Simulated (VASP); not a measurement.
Data:

```yaml
crystal:
  lattice:
    - [4.17764, 0.00000, 0.00000]
    - [0.00000, 4.17764, 0.00000]
    - [0.00000, 0.00000, 4.17764]
  atoms:
    - { symbol: Sc, position: [0.00000, 0.00000, 0.00000] }
    - { symbol: Al, position: [0.00000, 0.50000, 0.50000] }
    - { symbol: Al, position: [0.50000, 0.00000, 0.50000] }
    - { symbol: Al, position: [0.50000, 0.50000, 0.00000] }
```

Computed with vdW-DF2, VASP's PBE PAW potentials (set 64) (plane waves; VASP). Numerical set-up: 520 eV cut-off, 8×8×8 Γ-centred mesh, first-order Methfessel-Paxton smearing of 0.10 eV, potentials Sc_sv Al.

Problem. Give the stress tensor in GPa (positive for a compressed cell).

Solution. 
```
-1.96   0.00   0.00
 0.00  -1.96   0.00
 0.00   0.00  -1.96
```
The pressure is its mean diagonal, -1.96 GPa.

The compound is Al3Sc in the L1_2 structure. This cell is one point of a volume scan, at 1.03 of the reference volume.
